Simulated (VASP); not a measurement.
# MgCu31O16 (a cell with a defect) in VASP: single point with PBE

Aim: the single point of MgCu31O16 (a cell with a defect) with PBE.

Everything below comes from runs of VASP 6.6.1. Logs are shortened: lines on timing, memory, paths and dates and some standing lists are left out, and cuts for length are marked.

**1. Starting point**

The cell holds a defect, 48 atoms: a = 8.520 Å, b = 8.520 Å, c = 8.520 Å, α = 90.00°, β = 90.00°, γ = 90.00°.

**2. Single point, PBE**

INCAR reads:

```
ALGO = Fast ; EDIFF = 1E-7
ENCUT = 520 ; GGA = PE
ISIF = 2 ; ISMEAR = -1
LASPH = True ; LCHARG = True
LELF = True ; LREAL = Auto
LVHAR = True ; LWAVE = False
NBANDS = 250 ; NELECT = 438.0
NELM = 100 ; PREC = Accurate
SIGMA = 0.01
```

KPOINTS reads:

```
k-points
0
Gamma
  2 2 2
```

POSCAR reads:

```
MgCu31O16
1.0
    8.5200000000      0.0000000000      0.0000000000
    0.0000000000      8.5200000000      0.0000000000
    0.0000000000      0.0000000000      8.5200000000
Mg Cu O
1 31 16
Direct
    0.1250000000      0.1250000000      0.1250000000
    0.1250000000      0.1250000000      0.6250000000
    0.1250000000      0.6250000000      0.1250000000
    0.1250000000      0.6250000000      0.6250000000
    0.6250000000      0.1250000000      0.1250000000
    0.6250000000      0.1250000000      0.6250000000
    0.6250000000      0.6250000000      0.1250000000
    0.6250000000      0.6250000000      0.6250000000
    0.1301953594      0.3792847882      0.3792847882
    0.1250000000      0.3756023648      0.8743976352
    0.1250000000      0.8743976352      0.3756023648
    0.1198046406      0.8707152118      0.8707152118
    0.6273464989      0.3759165020      0.3759165020
    0.6250000000      0.3761139833      0.8738860167
    0.6250000000      0.8738860167      0.3761139833
    0.6226535011      0.8740834980      0.8740834980
    0.3792847882      0.3792847882      0.1301953594
    0.3759165020      0.3759165020      0.6273464989
    0.3756023648      0.8743976352      0.1250000000
    0.3761139833      0.8738860167      0.6250000000
    0.8743976352      0.3756023648      0.1250000000
    0.8738860167      0.3761139833      0.6250000000
    0.8707152118      0.8707152118      0.1198046406
    0.8740834980      0.8740834980      0.6226535011
    0.3792847882      0.1301953594      0.3792847882
    0.3756023648      0.1250000000      0.8743976352
    0.3759165020      0.6273464989      0.3759165020
    0.3761139833      0.6250000000      0.8738860167
    0.8743976352      0.1250000000      0.3756023648
    0.8707152118      0.1198046406      0.8707152118
    0.8738860167      0.6250000000      0.3761139833
    0.8740834980      0.6226535011      0.8740834980
   -0.0034896772     -0.0034896772     -0.0034896772
    0.0003700342      0.0003700342      0.4987885567
    0.0003700342      0.4987885567      0.0003700342
   -0.0005406487      0.5007687604      0.5007687604
    0.4987885567      0.0003700342      0.0003700342
    0.5007687604     -0.0005406487      0.5007687604
    0.5007687604      0.5007687604     -0.0005406487
    0.4998452601      0.4998452601      0.4998452601
    0.2534896772      0.2534896772      0.2534896772
    0.2496299658      0.2496299658      0.7512114433
    0.2496299658      0.7512114433      0.2496299658
    0.2505406487      0.7492312396      0.7492312396
    0.7512114433      0.2496299658      0.2496299658
    0.7492312396      0.2505406487      0.7492312396
    0.7492312396      0.7492312396      0.2505406487
    0.7501547399      0.7501547399      0.7501547399
```

Potentials or basis: VASP PAW PBE potentials, release 64 (Mg, Cu, O).

Run with:

```bash
> cat potpaw_PBE.64/Mg/POTCAR potpaw_PBE.64/Cu/POTCAR potpaw_PBE.64/O/POTCAR > POTCAR
> mpirun -np 1 vasp_std > vasp.out
```

OUTCAR:

```text
EDIFF = 1E-7
   ENCUT = 520
   GGA = PE
   ISIF = 2
   ISMEAR = -1
   LASPH = True
   LREAL = Auto
   NELECT = 438.0
   NELM = 100
   PREC = Accurate

 ion  position               nearest neighbor table
   1  0.125  0.125  0.125-  33 1.90  41 1.90  19 3.02  21 3.02  26 3.02  29 3.02  10 3.02  11 3.02
                            12 3.06  30 3.06  25 3.06   9 3.06  17 3.06  23 3.06
   2  0.125  0.125  0.625-  34 1.85  42 1.85
   3  0.125  0.625  0.125-  35 1.85  43 1.85
   4  0.125  0.625  0.625-  36 1.84  44 1.84
   5  0.625  0.125  0.125-  37 1.85  45 1.85
   6  0.625  0.125  0.625-  38 1.84  46 1.84
   7  0.625  0.625  0.125-  39 1.84  47 1.84
   8  0.625  0.625  0.625-  40 1.85  48 1.85
   9  0.130  0.379  0.379-  36 1.84  41 1.84   1 3.06
  10  0.125  0.376  0.874-  42 1.84  35 1.84   1 3.02
  11  0.125  0.874  0.376-  34 1.84  43 1.84   1 3.02
  12  0.120  0.871  0.871-  44 1.84  33 1.84   1 3.06
  13  0.627  0.376  0.376-  40 1.85  45 1.85
  14  0.625  0.376  0.874-  39 1.84  46 1.84
  15  0.625  0.874  0.376-  38 1.84  47 1.84
  16  0.623  0.874  0.874-  48 1.85  37 1.85
  17  0.379  0.379  0.130-  39 1.84  41 1.84   1 3.06
  18  0.376  0.376  0.627-  40 1.85  42 1.85
  19  0.376  0.874  0.125-  37 1.84  43 1.84   1 3.02
  20  0.376  0.874  0.625-  38 1.84  44 1.84
  21  0.874  0.376  0.125-  35 1.84  45 1.84   1 3.02
  22  0.874  0.376  0.625-  36 1.84  46 1.84
  23  0.871  0.871  0.120-  47 1.84  33 1.84   1 3.06
[... 8 lines left out ...]
  32  0.874  0.623  0.874-  48 1.85  35 1.85
  33  0.997  0.997  0.997-  12 1.84  23 1.84  30 1.84   1 1.90
  34  0.000  0.000  0.499-  11 1.84  29 1.84   2 1.85  24 1.85
  35  0.000  0.499  0.000-  21 1.84  10 1.84   3 1.85  32 1.85
  36  0.999  0.501  0.501-   9 1.84   4 1.84  22 1.84  31 1.84
  37  0.499  0.000  0.000-  19 1.84  26 1.84   5 1.85  16 1.85
  38  0.501  0.999  0.501-  25 1.84   6 1.84  20 1.84  15 1.84
[... 8 lines left out ...]
  47  0.749  0.749  0.251-  23 1.84   7 1.84  15 1.84  31 1.84
  48  0.750  0.750  0.750-  16 1.85  24 1.85  32 1.85   8 1.85

  LATTYP: Found a simple cubic cell.
 ALAT       =     8.5200000000

  Lattice vectors:

 A1 = (   8.5200000000,   0.0000000000,   0.0000000000)
 A2 = (   0.0000000000,   8.5200000000,   0.0000000000)
 A3 = (   0.0000000000,   0.0000000000,   8.5200000000)

Analysis of symmetry for initial positions (statically):
=====================================================================
 Subroutine PRICEL returns:
 Original cell was already a primitive cell.

 Routine SETGRP: Setting up the symmetry group for a
 simple cubic supercell.

 Subroutine GETGRP returns: Found 12 space group operations
 (whereof  6 operations were pure point group operations)
 out of a pool of 48 trial point group operations.

The static configuration has the point symmetry C_3v.
 The point group associated with its full space group is D_3d.

Analysis of symmetry for dynamics (positions and initial velocities):
=====================================================================
 Subroutine PRICEL returns:
 Original cell was already a primitive cell.

 Routine SETGRP: Setting up the symmetry group for a
 simple cubic supercell.

 Subroutine GETGRP returns: Found 12 space group operations
 (whereof  6 operations were pure point group operations)
 out of a pool of 48 trial point group operations.

The dynamic configuration has the point symmetry C_3v.
 The point group associated with its full space group is D_3d.

 Subroutine INISYM returns: Found 12 space group operations
 (whereof  6 operations are pure point group operations),
 and found     1 'primitive' translations

----------------------------------------------------------------------------------------

                                     Primitive cell

  volume of cell :     618.4702

  direct lattice vectors                    reciprocal lattice vectors
     8.520000000  0.000000000  0.000000000     0.117370892  0.000000000  0.000000000
     0.000000000  8.520000000  0.000000000     0.000000000  0.117370892  0.000000000
     0.000000000  0.000000000  8.520000000     0.000000000  0.000000000  0.117370892

  length of vectors
     8.520000000  8.520000000  8.520000000     0.117370892  0.117370892  0.117370892

  position of ions in fractional coordinates (direct lattice)
     0.125000000  0.125000000  0.125000000
     0.125000000  0.125000000  0.625000000
     0.125000000  0.625000000  0.125000000
     0.125000000  0.625000000  0.625000000
     0.625000000  0.125000000  0.125000000
     0.625000000  0.125000000  0.625000000
[... 40 lines left out ...]
     0.749231240  0.749231240  0.250540649
     0.750154740  0.750154740  0.750154740

  ion indices of the primitive-cell ions
   primitive index   ion index
                 1           1
                 2           2
                 3           3
                 4           4
                 5           5
                 6           6
[... 40 lines left out ...]
                47          47
                48          48

----------------------------------------------------------------------------------------

 KPOINTS: k-points

Automatic generation of k-mesh.
 Grid dimensions read from file:
 generate k-points for:    2    2    2

 Generating k-lattice:

  Cartesian coordinates                     Fractional coordinates (reciprocal lattice)
     0.058685446  0.000000000  0.000000000     0.500000000  0.000000000  0.000000000
     0.000000000  0.058685446  0.000000000     0.000000000  0.500000000  0.000000000
     0.000000000  0.000000000  0.058685446     0.000000000  0.000000000  0.500000000

  Length of vectors
     0.058685446  0.058685446  0.058685446

  Shift w.r.t. Gamma in fractional coordinates (k-lattice)
     0.000000000  0.000000000  0.000000000

 Subroutine IBZKPT returns following result:
 ===========================================

 Found      4 irreducible k-points:

 Following reciprocal coordinates:
            Coordinates               Weight
  0.000000  0.000000  0.000000      1.000000
  0.500000  0.000000  0.000000      3.000000
  0.500000  0.500000  0.000000      3.000000
  0.500000  0.500000  0.500000      1.000000
   k-points           NKPTS =      4   k-points in BZ     NKDIM =      4   number of bands    NBANDS=    250
   number of dos      NEDOS =    301   number of ions     NIONS =     48
   total plane-waves  NPLWV = 262144
   dimension x,y,z NGX =    64 NGY =   64 NGZ =   64
   dimension x,y,z NGXF=   128 NGYF=  128 NGZF=  128
   ions per type =               1  31  16
   NGX,Y,Z   is equivalent  to a cutoff of  12.49, 12.49, 12.49 a.u.
   NGXF,Y,Z  is equivalent  to a cutoff of  24.98, 24.98, 24.98 a.u.
 SYSTEM =  unknown system
   PREC   = accura    normal or accurate (medium, high low for compatibility)
   ISTART =      0    job   : 0-new  1-cont  2-samecut
   ICHARG =      2    charge: 1-file 2-atom 10-const
   ISPIN  =      1    spin polarized calculation?
   LNONCOLLINEAR =      F non collinear calculations
   LSORBIT =      F    spin-orbit coupling
   LASPH  =      T    aspherical Exc in radial PAW
   ENCUT  =  520.0 eV  38.22 Ry    6.18 a.u.  15.84 15.84 15.84*2*pi/ulx,y,z
   NELM   =    100;   NELMIN=  2; NELMDL= -5     # of ELM steps
   EDIFF  = 0.1E-06   stopping-criterion for ELM
   LREAL  =      T    real-space projection
   EDIFFG = 0.1E-05   stopping-criterion for IOM
   NSW    =      0    number of steps for IOM
   IBRION =     -1    ionic relax: 0-MD 1-quasi-New 2-CG
   NFREE  =      0    steps in history (QN), initial steepest desc. (CG)
   ISIF   =      2    stress and relaxation
   ISYM   =      2    0-nonsym 1-usesym 2-fastsym
   POTIM  = 0.5000    time-step for ionic-motion
   TEBEG  =    0.0;   TEEND  =   0.0 temperature during run
   PSTRESS=    0.0 pullay stress
   NELECT =     438.0000    total number of electrons
   NUPDOWN=      -1.0000    fix difference up-down
   EMIN   =  10.00;   EMAX   =-10.00  energy-range for DOS
   EFERMI =   0.00;   METHOD = LEGACY
   ISMEAR =    -1;   SIGMA  =   0.01  broadening in eV -4-tet -1-fermi 0-gaus
   EFERMI_NEDOS =   21; number of points for ismear=-14 and -15
   IALGO  =     68    algorithm
   IMIX   =      4    mixing-type and parameters
     AMIX     =   0.40;   BMIX     =  1.00
     AMIX_MAG =   1.60;   BMIX_MAG =  1.00
  volume/ion in A,a.u.               =      12.88        86.95
  Fermi-wavevector in a.u.,A,eV,Ry     =   1.459240  2.757563 28.971977  2.129380
  Thomas-Fermi vector in A             =   2.575830
   LORBIT       =      0    0 simple, 1 ext, 2 COOP (PROOUT), +10 PAW based schemes
   GGA     = PE    functional components
   LHFCALC =     F    Hartree Fock is set to
   AEXX    =    0.0000 exact exchange contribution
   IVDW    =     0    specifies the selected vdW correction
   LEPSILON=     F    determine dielectric tensor
   LRPA    =     F    only Hartree local field effects (RPA)
 non-spin polarized calculation
 RMM-DIIS sequential band-by-band and
  energy-cutoff  :      520.00
  volume of cell :      618.47
 maximum number of plane-waves:     16663
 NGX is ok and might be reduce to    64
   NGX = 31   NGY = 31   NGZ = 31

 number of electron     438.0000379 magnetization

 Free energy of the ion-electron system (eV)
  ---------------------------------------------------
  ext. energy  EPLUGINS =         0.00000000
  ---------------------------------------------------
  free energy    TOTEN  =      -222.59446133 eV

  energy without entropy =     -222.59446133  energy(sigma->0) =     -222.59446133

 E-fermi :   4.9748     XC(G=0): -10.9789

 val. band max:        4.7396087711   @ k =   0.0000   0.0000   0.0000
 cond. band min:       5.2221306782   @ k =   0.0000   0.0000   0.0000
 fundamental gap:      0.4825219071
 Fermi energy:         4.9748030775

 k-point     1 :       0.0000    0.0000    0.0000
  band No.  band energies     occupation
      1     -15.3899      2.00000
      2     -15.1952      2.00000
      3     -15.0805      2.00000
      4     -15.0805      2.00000
      5     -15.0696      2.00000
      6     -15.0696      2.00000
[... 925 lines left out ...]
    230       7.7251      0.00000
    231       7.8817      0.00000
 [bands above 231 left out]

------------------------ aborting loop because EDIFF is reached ----------------------------------------

  FORCE on cell =-STRESS in cart. coord.  units (eV):
  Direction    XX          YY          ZZ          XY          YZ          ZX
  --------------------------------------------------------------------------------------
  -------------------------------------------------------------------------------------
  Total        7.7293011      7.7293011      7.7293011      0.3264427      0.3264427      0.3264427
  in kB       20.0231325     20.0231325     20.0231325      0.8456657      0.8456657      0.8456657
  external PRESSURE =      20.0231325 kB  Pullay stress =       0.0000000 kB

 VOLUME and BASIS-vectors are now :
 -----------------------------------------------------------------------------
  energy-cutoff  :      520.00
  volume of cell :      618.47
      direct lattice vectors                 reciprocal lattice vectors
     8.520000000  0.000000000  0.000000000     0.117370892  0.000000000  0.000000000
     0.000000000  8.520000000  0.000000000     0.000000000  0.117370892  0.000000000
     0.000000000  0.000000000  8.520000000     0.000000000  0.000000000  0.117370892

 POSITION                                       TOTAL-FORCE (eV/Angst)
 -----------------------------------------------------------------------------------
      1.06500      1.06500      1.06500         0.000000      0.000000     -0.000000
      1.06500      1.06500      5.32500         0.000000      0.000000      0.000000
      1.06500      5.32500      1.06500         0.000000      0.000000      0.000000
      1.06500      5.32500      5.32500         0.000000      0.000000     -0.000000
      5.32500      1.06500      1.06500         0.000000      0.000000     -0.000000
      5.32500      1.06500      5.32500         0.000000      0.000000     -0.000000
[... 40 lines left out ...]
      6.38345      6.38345      2.13461         0.001332      0.001332     -0.002129
      6.39132      6.39132      6.39132        -0.002849     -0.002849     -0.002849
 -----------------------------------------------------------------------------------
    total drift:                                0.000000      0.000000      0.000000

  FREE ENERGIE OF THE ION-ELECTRON SYSTEM (eV)
  ---------------------------------------------------
  free  energy   TOTEN  =      -222.5944613323 eV

  energy  without entropy=     -222.5944613323  energy(sigma->0) =     -222.59446133
```

Wall time 13 min (1 thread of Intel Xeon 6975P-C (Granite Rapids), shared host); peak memory 0.81 GiB.

Results:

```yaml
Free_energy: -222.5945 eV
Largest_force: 0.101 eV/Å
Band_gap_on_the_k_mesh: 0.48 eV, direct
```

Forces on the atoms (eV/Å):
```
Mg   0.000  0.000  0.000
Cu   0.000  0.000  0.000
Cu   0.000  0.000  0.000
Cu   0.000  0.000  0.000
Cu   0.000  0.000  0.000
Cu   0.000  0.000  0.000
Cu   0.000  0.000  0.000
Cu   0.000  0.000  0.000
Cu  -0.002  0.005  0.005
Cu   0.000  0.000  0.000
Cu   0.000  0.000  0.000
Cu   0.002 -0.005 -0.005
Cu  -0.005  0.002  0.002
Cu   0.000  0.001 -0.001
Cu   0.000 -0.001  0.001
Cu   0.005 -0.002 -0.002
Cu   0.005  0.005 -0.002
Cu   0.002  0.002 -0.005
Cu   0.000  0.000  0.000
Cu   0.001 -0.001  0.000
Cu   0.000  0.000  0.000
Cu  -0.001  0.001  0.000
Cu  -0.005 -0.005  0.002
Cu  -0.002 -0.002  0.005
Cu   0.005 -0.002  0.005
Cu   0.000  0.000  0.000
Cu   0.002 -0.005  0.002
Cu   0.001  0.000 -0.001
Cu   0.000  0.000  0.000
Cu  -0.005  0.002 -0.005
Cu  -0.001  0.000  0.001
Cu  -0.002  0.005 -0.002
O    0.058  0.058  0.058
O    0.003  0.003 -0.002
O    0.003 -0.002  0.003
O    0.002 -0.001 -0.001
O   -0.002  0.003  0.003
O   -0.001  0.002 -0.001
O   -0.001 -0.001  0.002
O    0.003  0.003  0.003
O   -0.058 -0.058 -0.058
O   -0.003 -0.003  0.002
O   -0.003  0.002 -0.003
O   -0.002  0.001  0.001
O    0.002 -0.003 -0.003
O    0.001 -0.002  0.001
O    0.001  0.001 -0.002
O   -0.003 -0.003 -0.003
```

Caveat: the cell carries a net charge on a neutralising background, which shifts energy and pressure; the cell is charged against a uniform background, so pressure and absolute levels hang on convention.
